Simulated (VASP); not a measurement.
Data:

```yaml
crystal:
  lattice:
    - [3.11326, 0.00000, 0.00000]
    - [-1.55663, 2.69617, 0.00000]
    - [0.00000, 0.00000, 5.61101]
  atoms:
    - { symbol: Hf, position: [0.00000, 0.00000, 0.00000] }
    - { symbol: Hf, position: [0.00000, 0.00000, 0.50000] }
    - { symbol: N, position: [0.33333, 0.66667, 0.25000] }
    - { symbol: N, position: [0.66667, 0.33333, 0.75000] }
```

Method: PBEsol GGA, VASP's PBE PAW potentials (set 64) (plane waves; VASP 6.6.1). Run with 520 eV cut-off, Gaussian smearing of 0.050 eV, potentials Hf_pv N.

Unless said otherwise, spin-orbit coupling is left out, though it shifts the bands of the heavy elements here.

Q: What does the run give for the band gap (along the path) with the smallest direct gap where there is one?

A: 
```
Property                                                      Value
-------------------------  ----------------------------------------
band gap (along the path)  none (metal, semimetal or under 0.01 eV)
```

Total energies compare only between runs with the same potentials, cut-off and functional.

The structure was generated: HfN was put into the NiAs type (P6_3/mmc), which need not be its known phase. It was relaxed first, which changed the volume by -53 %.
